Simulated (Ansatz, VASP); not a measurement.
**One calculation of Si, two programs**

The input INCAR:

```
  PREC = Accurate
  ENCUT = 520
  EDIFF = 1E-7
  ISMEAR = 0
  SIGMA = 0.02
  LREAL = F
  LASPH = T
  NELM = 80
  ALGO = Fast
  ISIF = 2
  LWAVE = F
  LCHARG = F
  GGA = PS
  NBANDS = 11
```

File KPOINTS:

```
Automatic mesh
0
Gamma
  12 12 12
```

Contents of POSCAR:

```
Si
1.0
    0.0000000000      2.7168139080      2.7168139080
    2.7168139080      0.0000000000      2.7168139080
    2.7168139080      2.7168139080      0.0000000000
Si
2
Direct
    0.7500000000      0.7500000000      0.7500000000
    0.5000000000      0.5000000000      0.5000000000
```

Input for Ansatz:

```yaml
crystal:
  lattice:
    - [0.0, 2.716813908, 2.716813908]
    - [2.716813908, 0.0, 2.716813908]
    - [2.716813908, 2.716813908, 0.0]
  atoms:
    - { symbol: Si, position: [0.75, 0.75, 0.75] }
    - { symbol: Si, position: [0.5, 0.5, 0.5] }
basis:
  ecutwfc: 420
kpoints:
  mp_grid: { grid: [12, 12, 12] }
  band_path: { path: [VBM, CBM], npoints: 2 }
hamiltonian:
  xc: pbesol
scf:
  occupations: { method: gaussian, width: 0.02 }
output:
  forces: true
  stress: true
  eigenvalues: true
```

Alike in both runs: task single point; functional PBEsol; k mesh 12 × 12 × 12; occupations gaussian, width 0.02 eV; no spin polarisation.

|  | VASP | Ansatz |
| --- | --- | --- |
| version | VASP 6.6.1 | Ansatz 0.2.0 |
| potentials or method | VASP PAW PBE potentials, release 64 (Si) | scalar-relativistic, plane waves, PAW |
| plane-wave cutoff (eV) | 520 | 420 |
| valence electrons in the cell | 8 | 8 |

Ansatz gave:

- gap on the k mesh at the Fermi level (eV): 0.46
- least direct gap on the mesh (eV): 2.52
- pressure (GPa): 0.0

Problem. Which values does VASP return?

Solution. gap on the k mesh at the Fermi level (eV): 0.46; least direct gap on the mesh (eV): 2.52; pressure (GPa): 0.1.

Caveats: the PAW data sets were made with another functional, which shifts forces and pressure a little (VASP). As with any semilocal functional, this PBEsol gap is likely too small. A k mesh can miss the band edges.
